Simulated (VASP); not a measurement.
Data:

```
MnS
1.0
    5.04792     2.51793     2.51793
    2.51793     5.04792     2.51793
    2.51793     2.51793     5.04792
Mn S
2 2
Direct
  0.00000   0.00000   0.00000
  0.50000   0.50000   0.50000
  0.25000   0.25000   0.25000
  0.75000   0.75000   0.75000
```
Starting moments (μB, in the order of the record's atoms Mn Mn S S): 5.0 -5.0 0.0 0.0.

All values below come from PBE GGA with D4 dispersion, VASP's PBE PAW potentials (set 64) (plane waves; VASP). Settings: 520 eV cut-off, 7×7×7 Γ-centred mesh, Gaussian smearing of 0.050 eV, potentials Mn_pv S.

Problem. Estimate the cell moment, energy per atom (σ→0).

Solution. 
The cell moment comes out as 0.00 μB. The energy per atom (σ→0) comes out as -7.538 eV/atom.

Problem. Give the moment on each site (PAW-sphere projection).

Solution. 
```csv
site,moment (μB)
Mn1,4.08
Mn2,-4.08
S3,0.00
S4,0.00
```

The absolute energy has meaning only against runs of the same code, potentials and settings.

The compound is MnS in the rock salt, AFM-II order structure. It was relaxed first, which changed the volume by -9 %. The start is the result of an earlier pass.
